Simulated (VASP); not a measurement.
Input:

```xyz
2
Lattice="0.0000 3.2540 3.2540 3.2540 0.0000 3.2540 3.2540 3.2540 0.0000" Properties=species:S:1:pos:R:3 pbc="T T T"
In     3.2540     0.0000     3.2540
Sb     1.6270     1.6270     1.6270
```

The numbers are results of PBE GGA with D3 dispersion (zero damping), VASP's PBE PAW potentials (set 64) (plane waves; VASP 6.6.1), not measurements. Settings: 520 eV cut-off, 10×10×10 Γ-centred mesh, first-order Methfessel-Paxton smearing of 0.10 eV, potentials In_d Sb.

### Question
The job: InSb (zinc blende), 2 atoms, PBE-D3 (zero damping), static run, 520 eV, 10×10×10 Γ-centred mesh. Roughly how much core time does it take on a busy server core?

### Answer
About 30 core-seconds (one run on a shared machine, a rough figure). It had 47 irreducible k-points, 13 bands, up to 1875 plane waves and 14 electronic steps.

The compound is InSb in the zinc blende structure. This cell is one point of a volume scan, at 0.97 of the reference volume.
